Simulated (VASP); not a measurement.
Consider the following.

```yaml
crystal:
  lattice:
    - [0.00000, 2.54867, 2.54867]
    - [2.54867, 0.00000, 2.54867]
    - [2.54867, 2.54867, 0.00000]
  atoms:
    - { symbol: Mg, position: [0.00000, 0.00000, 0.00000] }
    - { symbol: S, position: [0.50000, 0.50000, 0.50000] }
```

All values below come from PBE0 hybrid, VASP's PBE PAW potentials (set 64) (plane waves; VASP). Numerical set-up: 300 eV cut-off, 7×7×7 Γ-centred mesh, Gaussian smearing of 0.010 eV, potentials Mg S.

**Question.** Give the stress tensor in GPa (positive for a compressed cell).

**Answer.** 
```
4.59  0.00  0.00
0.00  4.59  0.00
0.00  0.00  4.59
```
The pressure is its mean diagonal, 4.59 GPa.

The structure comes from a computed database's MgS entry; how it stands against other phases isn't given here. The cell was not relaxed at this level.
